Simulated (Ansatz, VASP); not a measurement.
# Cross-check of P between VASP and Ansatz

Aim: how closely do two programs agree when they are given the same cell, functional and k mesh? The cell is taken from a series of runs on this material, whose earlier steps may have relaxed, scaled, displaced or heated it; both programs get it as it stands.

Method: plane waves, with VASP 6.6.1 beside it; single point at PBEsol and single point at r2SCAN, in Ansatz 0.2.0.

## 1. The starting structure

The cell holds 4 atoms: 4 P. Cell: a = 4.444 Å, b = 3.283 Å, c = 27.400 Å, α = 90.0°, β = 90.0°, γ = 90.0°. Vacuum lies along c.

Coordinates:

```xyz
4
Lattice="4.4444 0.0000 0.0000 0.0000 3.2827 0.0000 0.0000 0.0000 27.4000" Properties=species:S:1:pos:R:3
P     0.3683    0.0000   14.7564
P     1.8539    1.6413   14.7564
P     2.5905    1.6413   12.6436
P     4.0760    0.0000   12.6436
```

## 2. VASP: single point, PBEsol

With cell and atoms fixed, the geometry can't cause a difference; cores, projectors, grids and the points listed under the comparison can.

Lines of VASP's logs that name or quote its potential files are left out, and so is its time.

File INCAR:

```
SYSTEM = P
PREC = Accurate
ENCUT = 400
EDIFF = 1E-06
NELM = 120
ISMEAR = -1
SIGMA = 0.02
LREAL = .FALSE.
ALGO = Normal
GGA = PS
NBANDS = 16
LORBIT = 11
LWAVE = .FALSE.
LCHARG = .FALSE.
ISIF = 2
LDIPOL = .TRUE.
IDIPOL = 3
DIPOL = 0.5 0.5 0.5
LVHAR = .TRUE.
LASPH = .TRUE.
GGA_COMPAT = .FALSE.
EFERMI = MIDGAP
NELMDL = -8
```

File POSCAR:

```
P
1.0
    4.4443739300      0.0000000000      0.0000000000
    0.0000000000      3.2826980345      0.0000000000
    0.0000000000      0.0000000000     27.4000000000
P
4
Direct
    0.0828742293      0.0000000000      0.5385560830
    0.4171257707      0.5000000000      0.5385560830
    0.5828742293      0.5000000000      0.4614439170
    0.9171257707      0.0000000000      0.4614439170
```

File KPOINTS:

```
Automatic mesh
0
Gamma
4 6 1
0 0 0
```

PAW data sets: P (PBE family, release 64).

Run with:

```sh
mpirun -np 1 vasp_std
```

Numbers of over 12 decimals in the logs are rounded to 6 here.

What it wrote:

```text
[banner, memory and clock lines left out]
running    1 mpi-ranks, on    1 nodes
 distrk:  each k-point on    1 cores,    1 groups
 distr:  one band on    1 cores,    1 groups

 POSCAR found type information on POSCAR P
 POSCAR found :  1 types and       4 ions
|                                                                             |
|               ----> ADVICE to this user running VASP <----                  |
|                                                                             |
|     You enforced a specific xc type in the INCAR file but a different       |
|     [... a line on the potential file left out ...]
|     I HOPE YOU KNOW WHAT YOU ARE DOING!                                     |
|                                                                             |

 LDA part: xc-table for (Slater+PW92), standard interpolation
 POSCAR, INCAR and KPOINTS ok, starting setup
 FFT: planning ... GRIDC
 FFT: planning ... GRID_SOFT
 FFT: planning ... GRID
 WAVECAR not read
 entering main loop
       N       E                     dE             d eps       ncg     rms          rms(c)
DAV:   1     0.129632056608E+03    0.12963E+03   -0.53572E+03   384   0.693E+02
DAV:   2    -0.707394945373E+01   -0.13671E+03   -0.12784E+03   608   0.145E+02
DAV:   3    -0.227312306487E+02   -0.15657E+02   -0.15600E+02   520   0.606E+01
DAV:   4    -0.230589266623E+02   -0.32770E+00   -0.32681E+00   528   0.113E+01
DAV:   5    -0.230717574941E+02   -0.12831E-01   -0.12829E-01   600   0.201E+00
DAV:   6    -0.230719295433E+02   -0.17205E-03   -0.17198E-03   552   0.210E-01
DAV:   7    -0.230719379582E+02   -0.84149E-05   -0.84146E-05   592   0.400E-02
DAV:   8    -0.230719380370E+02   -0.78840E-07   -0.78858E-07   488   0.330E-03    0.101E+01
DAV:   9    -0.229011304530E+02    0.17081E+00   -0.93939E-02   464   0.164E+00    0.594E+00
DAV:  10    -0.228222958331E+02    0.78835E-01   -0.16887E-01   504   0.221E+00    0.302E-01
DAV:  11    -0.228214413750E+02    0.85446E-03   -0.13575E-02   488   0.739E-01    0.163E-01
DAV:  12    -0.228213115903E+02    0.12978E-03   -0.64811E-04   624   0.153E-01    0.106E-01
DAV:  13    -0.228209376929E+02    0.37390E-03   -0.47583E-04   488   0.110E-01    0.600E-02
DAV:  14    -0.228208586399E+02    0.79053E-04   -0.99305E-05   528   0.496E-02    0.324E-02
[...]
DAV:  19    -0.228215534941E+02   -0.20576E-04   -0.32998E-06   448   0.811E-03    0.705E-03
DAV:  20    -0.228215805282E+02   -0.27034E-04   -0.77111E-07   368   0.394E-03    0.302E-03
DAV:  21    -0.228216142845E+02   -0.33756E-04   -0.12436E-06   424   0.438E-03    0.559E-03
DAV:  22    -0.228216263705E+02   -0.12086E-04   -0.30809E-07   392   0.232E-03    0.238E-03
DAV:  23    -0.228216347193E+02   -0.83488E-05   -0.30452E-07   408   0.202E-03    0.985E-04
DAV:  24    -0.228216382142E+02   -0.34948E-05   -0.78256E-08   368   0.105E-03    0.242E-04
DAV:  25    -0.228216397260E+02   -0.15118E-05   -0.40672E-08   376   0.534E-04    0.148E-04
DAV:  26    -0.228216401088E+02   -0.38287E-06   -0.38658E-09   304   0.228E-04
   1 F= -.22821640E+02 E0= -.22821640E+02  d E =-.889040E-09
```

Parts of OUTCAR (step 2):

```text
ion  position               nearest neighbor table
   1  0.083  0.000  0.539-   2 2.21   2 2.21   4 2.24
   2  0.417  0.500  0.539-   1 2.21   1 2.21   3 2.24
   3  0.583  0.500  0.461-   4 2.21   4 2.21   2 2.24
   4  0.917  0.000  0.461-   3 2.21   3 2.21   1 2.24

  LATTYP: Found a simple orthorhombic cell.
 ALAT       =     3.2826980345
 B/A-ratio  =     1.3538783901
 C/A-ratio  =     8.3467927028

 Subroutine GETGRP returns: Found  8 space group operations
 (whereof  4 operations were pure point group operations)

The static configuration has the point symmetry C_2h.
 The point group associated with its full space group is D_2h.

 Found     12 irreducible k-points:

   k-points           NKPTS =     12   k-points in BZ     NKDIM =     12   number of bands    NBANDS=     16

   dimension x,y,z NGX =    30 NGY =   24 NGZ =  180
   dimension x,y,z NGXF=    60 NGYF=   48 NGZF=  360

   ENCUT  =  400.0 eV  29.40 Ry    5.42 a.u.   7.25  5.35 44.68*2*pi/ulx,y,z

   NELECT =      20.0000    total number of electrons

 k-points in reciprocal lattice and weights: Automatic mesh
   0.00000000  0.00000000  0.00000000       0.042
   0.25000000  0.00000000  0.00000000       0.083
   0.50000000  0.00000000  0.00000000       0.042
   0.00000000  0.16666667  0.00000000       0.083
   0.25000000  0.16666667  0.00000000       0.167
   0.50000000  0.16666667  0.00000000       0.083
   0.00000000  0.33333333  0.00000000       0.083
   0.25000000  0.33333333  0.00000000       0.167
   0.50000000  0.33333333  0.00000000       0.083
   0.00000000  0.50000000  0.00000000       0.042
   0.25000000  0.50000000  0.00000000       0.083
   0.50000000  0.50000000  0.00000000       0.042

 dipolmoment           0.000000      0.000000     -0.000000 electrons x Angstroem

 average (electrostatic) potential at core
       1 -91.6990       2 -91.6990       3 -91.6990       4 -91.6990

 E-fermi :  -2.4863

 k-point     1 :       0.0000    0.0000    0.0000
  band No.  band energies     occupation
    ...
      6      -7.3706      2.00000
      7      -6.2966      2.00000
      8      -4.7507      2.00000
      9      -4.5708      2.00000
     10      -2.8480      2.00000
     11      -2.1245      0.00000
     12      -1.3258      0.00000
     13      -0.1081      0.00000
     14       0.6205      0.00000
     15       1.5517      0.00000
    ...

 k-point     2 :       0.2500    0.0000    0.0000
  band No.  band energies     occupation
    ...
      6      -6.2760      2.00000
      7      -6.0377      2.00000
      8      -4.7744      2.00000
      9      -4.3294      2.00000
     10      -3.4419      2.00000
     11      -1.0975      0.00000
     12      -0.8032      0.00000
     13      -0.6981      0.00000
     14       0.3425      0.00000
     15       2.0288      0.00000
    ...

 k-point     3 :       0.5000    0.0000    0.0000
  band No.  band energies     occupation
    ...
      6      -5.9788      2.00000
      7      -5.3896      2.00000
      8      -5.3896      2.00000
      9      -3.9142      2.00000
     10      -3.9142      2.00000
     11      -0.7418      0.00000
     12      -0.7418      0.00000
     13       0.6660      0.00000
     14       0.6660      0.00000
     15       0.7695      0.00000
    ...

  Total       -0.0333839      0.2853725     -0.1900979      0.0000000      0.0000000      0.0000000
  in kB       -0.1337999      1.1437489     -0.7618961      0.0000000      0.0000000      0.0000000
  external PRESSURE =       0.0826843 kB  Pullay stress =       0.0000000 kB

  energy-cutoff  :      400.00
  volume of cell :      399.75
      direct lattice vectors                 reciprocal lattice vectors
     4.444373930  0.000000000  0.000000000     0.225003570  0.000000000  0.000000000
     0.000000000  3.282698035  0.000000000     0.000000000  0.304627471  0.000000000
     0.000000000  0.000000000 27.400000000     0.000000000  0.000000000  0.036496350

 POSITION                                       TOTAL-FORCE (eV/Angst)
 -----------------------------------------------------------------------------------
      0.36832      0.00000     14.75644        -0.014317      0.000000     -0.042850
      1.85386      1.64135     14.75644         0.014317      0.000000     -0.042850
      2.59051      1.64135     12.64356        -0.014317     -0.000000      0.042850
      4.07605      0.00000     12.64356         0.014317      0.000000      0.042850
 -----------------------------------------------------------------------------------
    total drift:                                0.000000      0.000000      0.000000

  FREE ENERGIE OF THE ION-ELECTRON SYSTEM (eV)
  ---------------------------------------------------
  free  energy   TOTEN  =       -22.8216401088 eV

  energy  without entropy=      -22.8216401080  energy(sigma->0) =      -22.82164011

 vacuum level on the upper side and lower side of the slab         2.088         2.088

 total charge
# of ion       s       p       d       tot
------------------------------------------
    1        1.076   1.382   0.000   2.459
    2        1.076   1.382   0.000   2.459
    3        1.076   1.382   0.000   2.459
    4        1.076   1.382   0.000   2.459
--------------------------------------------------
tot          4.305   5.529   0.000   9.834

[... 3 further parts left out ...]
```

## 3. Ansatz: single point, PBEsol

Ansatz runs on its default PAW (the set named soft_2) files.

The same cell, functional, mesh and smearing now go to Ansatz, which takes its cutoff from its data sets.

File input.yaml:

```yaml
crystal:
  lattice:
    - [4.44437393, 0.0, 0.0]
    - [0.0, 3.2826980345, 0.0]
    - [0.0, 0.0, 27.4]
  atoms:
    - { symbol: P, position: [0.0828742293, 0.0, 0.538556083] }
    - { symbol: P, position: [0.4171257707, 0.5, 0.538556083] }
    - { symbol: P, position: [0.5828742293, 0.5, 0.461443917] }
    - { symbol: P, position: [0.9171257707, 0.0, 0.461443917] }
  periodic: [true, true, false]
kpoints:
  mp_grid: { grid: [4, 6, 1] }
  band_path:
    path: [[0, 0, 0], [0.5, 0, 0], [0.5, 0.5, 0], [0, 0.5, 0], [0, 0, 0]]
    npoints: 10
hamiltonian:
  xc: pbesol
scf:
  occupations: { method: fermi_dirac, width: 0.02 }
  n_extra_bands: 5
output:
  eigenvalues: true
  write_density: true
  write_potential: true
  elf: true
  volumetric_format: npy
```

Run with:

```sh
ansatz run input.yaml --threads 2 --pin off --max-ram 92160MiB --backend cuda --devices 1 --max-vram 13GiB --events-out ev --progress --plain --runs-dir out
```

What it wrote:

```text
scf.n_extra_bands = 5 over 10 filled bands (N_el = 20.0): the run solves 15 bands
GPUs: using 1 of 1 available (devices: 1).
Engine: ansatz 0.2.0, x86_64-unknown-linux-gnu
Pseudopotentials: kind: paw
Pseudopotential: P, paw, valence charge 5, recommended cutoff 420 eV (normal), P.paw.azcp
Functional definition: PBEsol
  exchange = pbesol_x
  correlation = pbesol_c
device memory: the entry about to start is reckoned to put 1.8 GiB on a device that reports 54.4 GiB free (of which the cap on the GPU budget leaves the run 13.0 GiB)
GPU FFT provider: cuFFT
GPU libraries: cuBLAS 13.8.2, cuFFT 12.4.0, cuSOLVER 12.3.4
Crystal: 4 atoms, lattice volume = 399.753 Å³
Basis set: ecut = 420 eV, 7855 PW (Γ)
Bands: 15, of which v1, the nominal top of the filled ones, is band 10 counted from 1 (9 counted from 0)
Symmetry: 8 space group operations
Space group: Pmna (ITA 53), of the structure as read, at distance tolerance 7.4e-5 Å
k-points: 12 of 24
Non-local potential: P, projectors of the file, l = 0: 2, l = 1: 2, l = 2: 2
PAW form: soft (Blöchl's): semilocal exchange-correlation on the pseudo side does not see the compensation charge
PAW frozen core: P, regenerated for the run's functional, and the local potential with it (the file was generated under x = pbe(κ = 0.804, μ = 0.219515), c = pbe(β = 0.066725))
PAW one-centre angular grid: P, 110 points (default); XC on 64 Gauss nodes
Initial density: superposition of atomic densities (neutral atoms: chi_scale 0, normalization atom), corrected by the library's trained network
Initial wavefunctions: pseudopotential atomic-orbital guess
GPU buffer pool allocated for 138240 grid points (all kernels)
GPU transforms: local potential and band sums: pruned to the plane-wave sphere, on 30×24×192
Functional: x = pbesol(κ = 0.804, μ = 0.123457), c = pbesol(β = 0.046)
SCF iter   1: F=—  HF=-2959.909279 eV  |F-HF|=—  |Δ(HF+E_count)|=         —  Δρ=1.46e-3  dr2=1.10e-2  ethr=1.77e-3  ⟨swp⟩=14.0  Hψ=2030  notcnv=0
preconditioner: auto → Resta (q_TF=auto, 1.656 Å⁻¹)  ε∞=1.8  [insulator: Δε(μ)=0.696 eV  Ē_g=9.223 eV  σ=0.020 eV  W_gap=1.00  n_scr=28 (ndim 8)  ℏωp=8.3 eV  f_vac=0.757  D(μ)=0.00/eV (n_scr^D=0)  ε∞_Penn≈1.8  vacuum switching on, ρ_ref=6.2e-3 e/Å³]
SCF iter   2: F=—  HF=-2959.908022 eV  |F-HF|=—  |Δ(HF+E_count)|=   1.26e-3  Δρ=6.45e-4  dr2=1.55e-3  ethr=5.50e-5  ⟨swp⟩=3.8  Hψ=608  notcnv=0
SCF iter   3: F=—  HF=-2959.908097 eV  |F-HF|=—  |Δ(HF+E_count)|=   7.50e-5  Δρ=1.93e-4  dr2=2.01e-4  ethr=7.77e-6  ⟨swp⟩=2.9  Hψ=407  notcnv=0
SCF iter   4: F=—  HF=-2959.908113 eV  |F-HF|=—  |Δ(HF+E_count)|=   1.63e-5  Δρ=5.74e-5  dr2=1.05e-5  ethr=1.01e-6  ⟨swp⟩=2.7  Hψ=309  notcnv=0
SCF iter   5: F=—  HF=-2959.908144 eV  |F-HF|=—  |Δ(HF+E_count)|=   3.06e-5  Δρ=1.64e-5  dr2=7.46e-7  ethr=5.24e-8  ⟨swp⟩=3.4  Hψ=398  notcnv=0
SCF iter   6: F=-2959.908145 eV  HF=-2959.908145 eV  |F-HF|=1.59e-8  |Δ(HF+E_count)|=   1.18e-6  Δρ=2.01e-6  dr2=1.80e-8  ethr=5.00e-10  ⟨swp⟩=8.1  Hψ=879  notcnv=0
SCF 1 converged in 6 iterations: F = -2959.908145 eV  dr2 = 1.80e-8
  greatest PAW one-centre occupation: 0.807 electrons in one spin orbital (limit 2), on the P atom at site 3 (counted from 0), in its partial waves of l = 0
device memory: the entry about to start is reckoned to put 3.0 GiB on a device that reports 55.7 GiB free (of which the cap on the GPU budget leaves the run 13.0 GiB)
NSCF: frozen V_eff on 41 k-points, pencils in batches of 32, up to order 68
WARN: The output density's exchange-correlation potential varies sharply where the density is thin. Do not read a vacuum level from v_tot or v_xc, or from such a field of the output density. On a cell that repeats whose density bears no net charge and no dipole along the vacuum's axis use v_es (v_loc + v_h of the components); under efield.dipole_correction with no amplitude use v_es + v_field, which holds any externa [...]
SCF converged after 6 iterations
Free energy (F): -2959.908145 eV
Harris-Foulkes:  -2959.908145 eV  (|F-HF|=1.59e-8)
Internal energy: -2959.908145 eV  (E = F + TS)
E sigma→0 (E₀):  -2959.908145 eV
Fermi energy:    -4.589847 eV
--- Per-component energies (eV) ---
  E_band       = -223.720979
  E_kinetic    = 280.278208
  E_local      = -13821.114630  (includes V_loc(G=0)·N_el)
  E_nonlocal   = 136.534837
  E_hartree    = 6726.241057
  E_xc         = -242.946577
  E_vxc        = -241.288107  (∫ρ·V_xc dr)
  E_paw        = -2216.512670  (= ΣΔE_a)
  E_vpaw       = -30.615906  (= ΣTr[D̂ρ^β])
  E_aug_tail   = 0.000012  (compensation charges beyond the density's cutoff)
  E_ewald      = 6177.427232
  E_core_change = 0.184384  (= ΣΔE_core)
  E_smearing   = -0.000000  (= −TS)
  E_closure    = -0.000000  (closes the sum)
  Σ components = -2959.908145   (vs F -2959.908145, Δ=0.00e0)
--- Band table (eV; the first three rows and the last of 12) ---
  k-point 0: bands = [... 6 lower, -8.4148, -6.8489, -6.6930, -4.9439, -4.2358, -3.4574, -2.2521, -1.5000, ... 1 higher]
  k-point 1: bands = [... 6 lower, -9.4388, -7.8328, -6.7000, -5.0710, -3.9138, -2.9682, -1.1326 (-1.1326°), -0.7537, ... 1 higher]
  k-point 2: bands = [... 6 lower, -8.6093, -7.7608, -6.8378, -5.9160, -4.0612, -3.0456, -2.8463, -2.3127, ... 1 higher]
  k-point 11: bands = [... 6 lower, -9.8417, -9.8417, -6.2307, -6.2307, -2.5909, -2.5909, -0.7672, -0.7672, ... 1 higher]
  ° read free of the cell's end (the report's vacuum.weakly_bound_levels)
```

[end of part 1 of 2]

[Lines on the potential files, build, host, timing and source positions are cut from VASP's logs without a mark.]

[Logs are printed without paths, hosts, clocks, repeated set-up lines and the standing remarks that a program may print on its own settings, such as how far it seeks lower states.]

[Hosts, paths, dates, database ids (printed as entryN), source tags and the programs' standing remarks are cut or masked in the printed files.]
